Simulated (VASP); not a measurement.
Here is the system:

```
BaTiO3
1.0
    3.98377     0.00000     0.00000
    0.00000     3.98377     0.00000
    0.00000     0.00000     3.98377
Ba Ti O
1 1 3
Cartesian
  0.00000   0.00000   0.00000
  1.99189   1.99189   1.99189
  1.99189   0.00000   1.99189
  0.00000   1.99189   1.99189
  1.99189   1.99189   0.00000
```

Calculation: SCAN meta-GGA, VASP's PBE PAW potentials (set 64) (plane waves; VASP 6.6.1). Settings: 520 eV cut-off, 5×5×5 Γ-centred mesh, Gaussian smearing of 0.050 eV, potentials Ba_sv Ti_sv O.

### Question
The ions, cell shape and volume are relaxed. Give the cell that the relaxation ends in.

### Answer

```
BaTiO3
1.0
    4.00192     0.00000     0.00000
    0.00000     4.00192     0.00000
    0.00000     0.00000     4.00192
Ba Ti O
1 1 3
Direct
  0.00000   0.00000   0.00000
  0.50000   0.50000   0.50000
  0.50000   0.00000   0.50000
  0.00000   0.50000   0.50000
  0.50000   0.50000   0.00000
```
Space group Pm-3m (221), at a tolerance of 0.03 Å.

### Question
How do energy and volume change from the first to the last step?

### Answer
The energy (σ→0) changes by -1.5 meV/atom and the volume by +1.4 %, in 3 ionic steps.

The compound is BaTiO3 in the cubic perovskite structure, the ideal cubic form; the compound distorts at low or room temperature. This run relaxes it. Symmetry was kept, so distortions that lower it aren't found.
